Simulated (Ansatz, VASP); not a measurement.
# Mo2H2NO2 (Mo2N(OH)2 MXene monolayer) in two plane-wave programs

Aim: how closely do two programs agree when they are given the same cell, functional and k mesh? The structure shown is the start of the Ansatz relaxation below; VASP solves that cell, so the two are compared at the walk's first step.

Main program and level: Ansatz 0.2.0; plane waves, with VASP 6.6.1 beside it; single point at PBE with D3(BJ).

### Step 1. Starting point

The cell holds 7 atoms: 2 H, 2 O, 2 Mo and 1 N. Cell: a = 2.953 Å, b = 2.953 Å, c = 44.152 Å, α = 90.0°, β = 90.0°, γ = 120.0°. Vacuum lies along c.

### Step 2. Ansatz: relaxation, PBE with D3(BJ)

Ansatz runs on its default PAW (the set named soft_2) files.

The two programs are compared at the cell with which this relaxation starts, whose forces are those of its first step.

Input file input.yaml:

```yaml
crystal:
  lattice:
    - [2.953236, 0.0, 0.0]
    - [-1.476618, 2.5575773994, 0.0]
    - [0.0, 0.0, 44.1523190102]
  atoms:
    - { symbol: H, position: [0.3333333333, 0.6666666667, 0.4257986992] }
    - { symbol: O, position: [0.3333333333, 0.6666666667, 0.4479945888] }
    - { symbol: Mo, position: [0.6666666667, 0.3333333333, 0.4736079945], spin: 1.0 }
    - { symbol: "N", position: [0.0, 0.0, 0.5] }
    - { symbol: Mo, position: [0.3333333333, 0.6666666667, 0.5263920055], spin: 1.0 }
    - { symbol: O, position: [0.6666666667, 0.3333333333, 0.5520054112] }
    - { symbol: H, position: [0.6666666667, 0.3333333333, 0.5742013008] }
  periodic: [true, true, false]
magnetization:
  spin_polarized: true
kpoints:
  mp_grid: { grid: [12, 12, 1] }
hamiltonian:
  xc: pbe
  dispersion: d3bj
scf:
  occupations: { method: fermi_dirac, width: 0.05 }
  convergence: { dr2_threshold: 1.0e-09 }
relax:
  f_tol: 0.004
  max_steps: 90
  cell: {}
output:
  write_potential: true
  write_density: true
  volumetric_format: npy
```

On the command line:

```
$ ansatz run input.yaml --threads 4 --pin off --max-ram 12288MiB --backend cpu --events-out ev --progress --plain --runs-dir out
```

Numbers of over 12 decimals in the logs are rounded to 6 here.

What it wrote:

```text
Warning: relax.cell: scf.convergence.dr2_threshold = 1e-9 eV is looser than the 2.55493787526e-10 eV advised for a relaxation that steers and ends on the stress (1e-10 eV for each atom of the cell: 7, times the square of relax.cell.stress_2d_tol = 0.05 N/m over 16.6 Å (the atoms' height at the walk's start and 5 Å past either face), 3.021e-2 GPa, over a crystal's default 0.05). What an SCF threshold leaves in a stress goes as its square root, and in the free energy as the threshold itself, and one threshold admits the most on a small cell: [figures from the program's tests cut] Set scf.convergence.dr2_threshold to 2.55493787526e-10 eV or tighter. [rest of the remark cut]
Engine: ansatz 0.2.0, aarch64-unknown-linux-gnu
Pseudopotentials: kind: paw
Pseudopotential: H, paw, valence charge 1, recommended cutoff 420 eV (normal), H.paw.azcp
Pseudopotential: O, paw, valence charge 6, recommended cutoff 420 eV (normal), O.paw.azcp
Pseudopotential: Mo, paw, valence charge 14, recommended cutoff 420 eV (normal), Mo.paw.azcp
Pseudopotential: N, paw, valence charge 5, recommended cutoff 420 eV (normal), N.paw.azcp
Functional definition: PBE
  parameter kappa = 0.804
  parameter beta = 0.066725
  exchange = pbe_x(kappa = kappa, mu = beta*pi^2/3)
  correlation = pbe_c(beta = beta)
Crystal: 7 atoms, lattice volume = 333.488 Å³
Basis set: ecut = 420 eV, 6387 PW (Γ), exchange–correlation on 40×40×600 points (8 copies of the dense FFT grid, shifted against one another)
Bands: 32, of which v1, the nominal top of the filled ones, is band 24 counted from 1 (23 counted from 0)
Symmetry: 12 space group operations
Space group: P-3m1 (ITA 164), of the structure as read, at distance tolerance 6.9e-5 Å
Magnetic group: BNS 164.85 (UNI 1315), of the structure as read, at distance tolerance 6.9e-5 Å
k-points: 19 of 144
Non-local potential: H, projectors of the file, l = 0: 2, l = 1: 1
Non-local potential: O, projectors of the file, l = 0: 2, l = 1: 2, l = 2: 1
Non-local potential: Mo, projectors of the file, l = 0: 3, l = 1: 2, l = 2: 2, l = 3: 1
Non-local potential: N, projectors of the file, l = 0: 2, l = 1: 2, l = 2: 1
PAW form: soft (Blöchl's): semilocal exchange-correlation on the pseudo side does not see the compensation charge
PAW one-centre angular grid: H, 110 points (default); XC on 64 Gauss nodes
PAW one-centre angular grid: O, 110 points (default); XC on 64 Gauss nodes
PAW one-centre angular grid: Mo, 590 points (default); XC on 64 Gauss nodes
PAW one-centre angular grid: N, 110 points (default); XC on 64 Gauss nodes
Initial density: superposition of atomic densities (neutral atoms: chi_scale 0, normalization atom)
Starting moments: Σ|m| = 2 μB on 2 of 7 sites
Initial wavefunctions: pseudopotential atomic-orbital guess
Functional: x = pbe(κ = 0.804, μ = 0.219515), c = pbe(β = 0.066725)
SCF iter   1: F=—  HF=-11469.312358 eV  |F-HF|=—  |Δ(HF+E_count)|=         —  Δρ=4.25e-2 (↑4.25e-2 ↓3.95e-2)  dr2=2.92e1  dr2_m=7.06e-2  M=1.245 μB ∫|m|=1.255 μB  β_m=0.30  ethr=3.10e-3  ⟨swp⟩=16.7  Hψ=10513  notcnv=0  defer=2
Mixer restart at iter 1: flushing history
preconditioner: auto → LDOS  [metal: Δε(μ)=0.060 eV  Ē_g=11.757 eV  σ=0.050 eV  W_gap=0.27  n_scr=26 (ndim 8)  ℏωp=10.6 eV  f_vac=0.792  D(μ)=3.01/eV (n_scr^D=16)]
spin=Collinear: LDOS preconditioning applied to the charge; magnetization (m = ρ↑ − ρ↓) channel mixes plain (no charge-response kernel on spin).
SCF iter   2: F=—  HF=-11463.965649 eV  |F-HF|=—  |Δ(HF+E_count)|=    5.35e0  Δρ=2.65e-2 (↑2.65e-2 ↓2.39e-2)  dr2=1.11e1  dr2_m=3.93e-2  M=1.187 μB ∫|m|=1.195 μB  β_m=0.49  ethr=3.10e-3  ⟨swp⟩=4.8  Hψ=3388  notcnv=0  defer=52
SCF iter   3: F=—  HF=-11461.651236 eV  |F-HF|=—  |Δ(HF+E_count)|=    2.31e0  Δρ=8.98e-3 (↑8.98e-3 ↓6.46e-3)  dr2=7.46e0  dr2_m=1.38e-2  M=0.948 μB ∫|m|=0.960 μB  β_m=0.63  ethr=3.10e-3  ⟨swp⟩=7.8  Hψ=4386  notcnv=0  defer=60
SCF iter   4: F=—  HF=-11461.414242 eV  |F-HF|=—  |Δ(HF+E_count)|=   2.37e-1  Δρ=5.28e-3 (↑5.28e-3 ↓3.07e-3)  dr2=1.67e0  dr2_m=1.10e-2  M=0.857 μB ∫|m|=0.874 μB  β_m=0.82  ethr=3.10e-3  ⟨swp⟩=4.5  Hψ=2203  notcnv=0  defer=48
SCF iter   5: F=—  HF=-11461.405862 eV  |F-HF|=—  |Δ(HF+E_count)|=   8.38e-3  Δρ=2.07e-3 (↑2.07e-3 ↓1.28e-3)  dr2=1.54e-1  dr2_m=7.39e-3  M=0.609 μB ∫|m|=0.624 μB  β_m=0.91  ethr=3.10e-3  ⟨swp⟩=4.2  Hψ=2567  notcnv=0  defer=51
[...]
SCF iter   1: F=—  HF=-11463.564593 eV  |F-HF|=—  |Δ(HF+E_count)|=         —  Δρ=4.42e-6 (↑4.42e-6 ↓4.42e-6)  dr2=3.36e-8  dr2_m=4.91e-12  M=-0.000 μB ∫|m|=0.000 μB  β_m=0.65  ethr=1.18e-7  ⟨swp⟩=7.2  Hψ=15752  notcnv=0
preconditioner: auto → LDOS  [metal: Δε(μ)=0.063 eV  Ē_g=10.878 eV  σ=0.050 eV  W_gap=0.30  n_scr=24 (ndim 8)  ℏωp=11.9 eV  f_vac=0.772  D(μ)=3.13/eV (n_scr^D=18)]
spin=Collinear: LDOS preconditioning applied to the charge; magnetization (m = ρ↑ − ρ↓) channel mixes plain (no charge-response kernel on spin).
SCF iter   2: F=—  HF=-11463.564563 eV  |F-HF|=—  |Δ(HF+E_count)|=   3.05e-5  Δρ=1.49e-6 (↑1.49e-6 ↓1.49e-6)  dr2=1.01e-8  dr2_m=8.98e-13  M=-0.000 μB ∫|m|=0.000 μB  β_m=0.57  ethr=7.16e-11  ⟨swp⟩=4.9  Hψ=3996  notcnv=0
SCF iter   3: F=—  HF=-11463.564563 eV  |F-HF|=—  |Δ(HF+E_count)|=   9.17e-9  Δρ=6.55e-7 (↑6.55e-7 ↓6.55e-7)  dr2=8.12e-10  dr2_m=3.62e-13  M=-0.000 μB ∫|m|=0.000 μB  β_m=0.73  ethr=2.14e-11  ⟨swp⟩=2.9  Hψ=2106  notcnv=0
SCF iter   4: F=-11463.564563 eV  HF=-11463.564563 eV  |F-HF|=5.64e-11  |Δ(HF+E_count)|=   2.41e-9  Δρ=8.22e-8 (↑7.94e-8 ↓8.22e-8)  dr2=1.43e-10  dr2_m=2.69e-14  M=-0.000 μB ∫|m|=0.000 μB  ethr=1.73e-12  ⟨swp⟩=14.1  Hψ=10803  notcnv=0
the starting moments were not kept: the SCF closed with an absolute magnetisation of 6.2e-7 μB, where they sum to 2 μB in size (2 sites). That is at most 0.1 of that sum. Measured as dr2_m measures the in/out step, that magnetisation stands 3.2e-14 eV from none, at or under the dr2_threshold of 1.0e-9 eV: it is no larger than a step whose dr2_m would equal this threshold.
SCF 11 converged in 4 iterations: F = -11463.564563 eV  dr2 = 1.43e-10
relax step  11: F+E_penalty+E_count = -11463.56456267 eV  Δ(F+E_penalty+E_count) = +5.945e-4 eV  max|allowed force component| = 1.882e-3 eV/Å  Δτ_max = 0.0000 Å  P = +0.016 N/m  Ω = 301.089 Å³  fix = [c, alpha, beta]  reactions: c +0.000 N/m  stress off target by 1.59e-2 N/m on what of the cell is left free  SCF on the basis re-selected at this cell (its energy is not comparable with the rows above)  (4 SCF iters)
basis re-selected at this cell: Δ(F+E_penalty+E_count) = +5.945e-4 eV, ΔP = -0.010 N/m vs the last step (what re-selecting the basis moved, of the pressure what is left beyond the Pulay correction that the steps carried, after the strain that the cell walked since its last selection, with what the two solves' SCF thresholds leave and, on support functions, any second-order correction that the steps lacked; it is no m [...]
WARN: The output density's exchange-correlation potential varies sharply where the density is thin. Do not read a vacuum level from v_tot or v_xc, or from such a field of the output density. On a cell that repeats whose density bears no net charge and no dipole along the vacuum's axis use v_es (v_loc + v_h of the components); under efield.dipole_correction with no amplitude use v_es + v_field, which holds any externa [...]
SCF converged after 4 iterations
Magnetization: -0.0000 μB (23.5000 up, 23.5000 down)
Absolute magnetization: 0.0000 μB (∫|ρ↑−ρ↓|, with the PAW one-centre terms)
Spin contamination: 0.0000 ħ² per cell (⟨S²⟩ above its minimum at these occupations)
Per-site moments (μB) at R_I (Å): [(1.121950210430884e-9, 0.403621), (1.0258313974607658e-9, 0.403621), (-1.227327381911631e-7, 0.892198), (1.4000853700601137e-8, 0.896004), (-1.2273273816057738e-7, 0.892198), (1.0258313899062006e-9, 0.403621), (1.1219502100417986e-9, 0.403621)]
Free energy (F): -11463.564563 eV
Harris-Foulkes:  -11463.564563 eV  (|F-HF|=5.64e-11)
Internal energy: -11463.540059 eV  (E = F + TS)
E sigma→0 (E₀):  -11463.552311 eV
Entropy (-TS):   -0.024504 eV (-3.501 meV/atom)
Fermi energy:    -2.397498 eV
--- Per-component energies (eV) ---
  E_band       = -1059.089229
  E_kinetic    = 1397.333732
  E_local      = -257067.924127  (includes V_loc(G=0)·N_el)
  E_nonlocal   = 431.916388
  E_hartree    = 127652.817483
  E_xc         = -591.982891
  E_vxc        = -745.366592  (∫ρ·V_xc dr)
  E_paw        = -6848.086395  (= ΣΔE_a)
  E_vpaw       = -380.690697  (= ΣTr[D̂ρ^β])
  E_aug_tail   = 0.002737  (compensation charges beyond the density's cutoff)
  E_ewald      = 123563.897072
  E_disp       = -1.514059  (pairwise vdW)
  E_smearing   = -0.024504  (= −TS)
  E_closure    = 0.000000  (closes the sum)
  Σ components = -11463.564563   (vs F -11463.564563, Δ=0.00e0)
--- Forces (eV/Å), atoms counted from 1 ---
  atom   1  H      0.00000000    -0.00000000    -0.00055534
  atom   2  O      0.00000000    -0.00000000    -0.00047212
  atom   3  Mo    -0.00000000    -0.00000000     0.00188249
  atom   4  N      0.00000000     0.00000000     0.00000000
  atom   5  Mo    -0.00000000     0.00000000    -0.00188249
  atom   6  O      0.00000000     0.00000000     0.00047212
  atom   7  H      0.00000000     0.00000000     0.00055534
  max |Σ_I F_I| component: 9.40e-18 eV/Å
--- 2D stress c σ (N/m, compression-positive) ---
        0.015857       0.000000       0.000000
        0.000000       0.015857      -0.000000
        0.000000      -0.000000       0.000000
  P = ½ c Tr σ = 0.0159 N/m
--- Band table (eV; the first three rows and the last of 38) ---
  k-point 0 ↑: bands = [... 20 lower, -5.7829, -3.8155, -3.7720, -3.7720, -2.7390, -2.7390, -2.5497, -2.5206, ... 4 higher]
  k-point 1 ↑: bands = [... 20 lower, -5.9357, -4.1565, -3.6128, -3.5982, -2.8774, -2.6021, -2.4434, -2.3501, ... 4 higher]
  k-point 2 ↑: bands = [... 20 lower, -5.8468, -4.6163, -3.4470, -3.1401, -3.1295, -2.2289, -2.0531, -1.8614, ... 4 higher]
  k-point 18 ↓: bands = [... 20 lower, -3.4843, -2.9495, -2.9495, -2.6206, -1.3987, -1.3987, 0.2435, 0.2435, ... 4 higher]
  the weakly bound empty levels are not read free of the cell's end (no_gap_told)
--- Relaxed structure (9 steps of the walk, 9 accepted, 2 SCFs on fresh bases) ---
  F+E_penalty+E_count = -11463.56456267 eV   max|allowed force component| = 1.882e-3 eV/Å   (the final SCF, on the basis selected at the relaxed cell)
  cell:  # Å, volume = 301.0886 Å³
    - [2.806113, 0, 0]
    - [-1.403056, 2.430165, 0]
    - [0, 0, 44.1523190102]
  atoms:
    - { symbol: H, position: [0.333333, 0.666667, 0.412614] }
    - { symbol: O, position: [0.333333, 0.666667, 0.434775] }
    - { symbol: Mo, position: [0.666667, 0.333333, 0.467230] }
    - { symbol: N, position: [0, 0, 0.500000] }
    - { symbol: Mo, position: [0.333333, 0.666667, 0.532770] }
    - { symbol: O, position: [0.666667, 0.333333, 0.565225] }
    - { symbol: H, position: [0.666667, 0.333333, 0.587386] }
```

(Continued in part 2 of 2.)

[Lines on the potential files, build, host, timing and source positions are cut from VASP's logs without a mark.]

[Logs are printed without paths, hosts, clocks, repeated set-up lines and the standing remarks that a program may print on its own settings, such as how far it seeks lower states.]

[Hosts, paths, dates, database ids (printed as entryN), source tags and the programs' standing remarks are cut or masked in the printed files.]
